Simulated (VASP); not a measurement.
Given:

```yaml
crystal:
  lattice:
    - [-1.92911, 1.92911, 6.53101]
    - [1.92911, -1.92911, 6.53101]
    - [1.92911, 1.92911, -6.53101]
  atoms:
    - { symbol: Ti, position: [0.75000, 0.75000, 0.00000] }
    - { symbol: Ti, position: [0.50000, 0.00000, 0.50000] }
    - { symbol: Sb, position: [0.16600, 0.16600, 0.00000] }
    - { symbol: Sb, position: [0.91600, 0.41600, 0.50000] }
```

Method: PBE GGA, VASP's PBE PAW potentials (set 64) (plane waves; VASP). Settings: EDIFF = 1E-2, 400 eV cut-off, 10×10×10 Γ-centred mesh, first-order Methfessel-Paxton smearing of 0.10 eV, potentials Ti_sv Sb.

Unless said otherwise, spin-orbit coupling is left out, though it shifts the bands of the heavy elements here.

**Question.** Estimate the energy per atom (σ→0), pressure, largest force, band gap (on the k-mesh) with the smallest direct gap where there is one.

**Answer.** 
```yaml
band gap (on the k-mesh): none (metal, semimetal or under 0.01 eV)
energy per atom (σ→0): -6.256 eV/atom
pressure: -10.26 GPa
largest_force: 0.073 eV/Å
```

The structure was generated: TiSb was put into the NbAs type (I4_1md), which need not be its known phase. The cell was not relaxed at this level. The run is one of a series of settings (EDIFF = 1E-2 against the base run), some of them coarse on purpose.
